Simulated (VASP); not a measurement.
A convergence study with VASP on CeO2 (fluorite): a few settings are varied, all else stays as given below, so the limit is that of these other settings.

```
CeO2
1.0
    0.00000     2.70500     2.70500
    2.70500     0.00000     2.70500
    2.70500     2.70500     0.00000
Ce O
1 2
Direct
  0.00000   0.00000   0.00000
  0.25000   0.25000   0.25000
  0.75000   0.75000   0.75000
```

Calculation: PBE GGA, VASP's PBE PAW potentials (set 64) (plane waves; VASP). The last row used: 700 eV cut-off, 14×14×14 Γ-centred mesh, second-order Methfessel-Paxton smearing of 0.40 eV, potentials Ce O.

Gaps are read on the run's mesh, which can miss a band edge.

```tsv
setting	E (eV/atom)	pressure (GPa)	gap on the mesh (eV)	irreducible k-points
ISMEAR = -1, SIGMA = 0.01, 4×4×4 mesh	-8.7394	5.38	1.953	8
ISMEAR = -1, SIGMA = 0.2, 4×4×4 mesh	-8.7362	5.52	1.970	8
ISMEAR = 0, SIGMA = 0.01, 4×4×4 mesh	-8.7394	5.38	1.953	8
ISMEAR = 0, SIGMA = 0.2, 4×4×4 mesh	-8.7394	5.38	1.953	8
ISMEAR = 1, SIGMA = 0.01, 4×4×4 mesh	-8.7394	5.38	1.953	8
ISMEAR = 1, SIGMA = 0.2, 4×4×4 mesh	-8.7390	5.37	1.953	8
ISMEAR = 2, SIGMA = 0.01, 4×4×4 mesh	-8.7394	5.38	1.953	8
ISMEAR = 2, SIGMA = 0.2, 4×4×4 mesh	-8.7388	5.39	1.953	8
ISMEAR = -1, SIGMA = 0.05, 8×8×8 mesh	-8.7395	5.37	1.953	29
ISMEAR = -1, SIGMA = 0.2, 8×8×8 mesh	___	___	___	29
ISMEAR = 0, SIGMA = 0.05, 8×8×8 mesh	-8.7395	5.37	1.953	29
ISMEAR = 0, SIGMA = 0.2, 8×8×8 mesh	-8.7395	5.37	1.953	29
ISMEAR = 1, SIGMA = 0.05, 8×8×8 mesh	-8.7395	5.37	1.953	29
ISMEAR = 1, SIGMA = 0.2, 8×8×8 mesh	-8.7394	5.31	1.953	29
ISMEAR = 2, SIGMA = 0.05, 8×8×8 mesh	-8.7395	5.37	1.953	29
ISMEAR = 2, SIGMA = 0.2, 8×8×8 mesh	___	___	1.953	29
ISMEAR = -1, SIGMA = 0.05, 14×14×14 mesh	-8.7395	5.36	1.951	104
ISMEAR = -1, SIGMA = 0.4, 14×14×14 mesh	-8.6947	8.06	2.231	104
ISMEAR = 0, SIGMA = 0.05, 14×14×14 mesh	-8.7395	5.37	1.951	104
ISMEAR = 0, SIGMA = 0.4, 14×14×14 mesh	-8.7395	5.37	1.951	104
ISMEAR = 1, SIGMA = 0.05, 14×14×14 mesh	-8.7395	5.36	1.951	104
ISMEAR = 1, SIGMA = 0.4, 14×14×14 mesh	-8.7377	5.21	1.952	104
ISMEAR = 2, SIGMA = 0.05, 14×14×14 mesh	-8.7395	5.36	1.951	104
ISMEAR = 2, SIGMA = 0.4, 14×14×14 mesh	-8.7381	5.25	1.951	104
```

Q: What belongs in the gaps?

A: 
- ISMEAR = 2, SIGMA = 0.2, 8×8×8 mesh, E (eV/atom): -8.7396
- ISMEAR = 2, SIGMA = 0.2, 8×8×8 mesh, pressure (GPa): 5.35
- ISMEAR = -1, SIGMA = 0.2, 8×8×8 mesh, E (eV/atom): -8.7364
- ISMEAR = -1, SIGMA = 0.2, 8×8×8 mesh, pressure (GPa): 5.51
- ISMEAR = -1, SIGMA = 0.2, 8×8×8 mesh, gap on the mesh (eV): 1.969

VASP warned of too few bands at ISMEAR = -1, SIGMA = 0.4, 14×14×14 mesh.

Left out are rungs that failed or repeat a setting and relaxations that didn't move; long series are thinned to 24 rows.

The compound is CeO2 in the fluorite structure. The cell was not relaxed at this level. The run is not spin-polarised, so no magnetic state was tried.
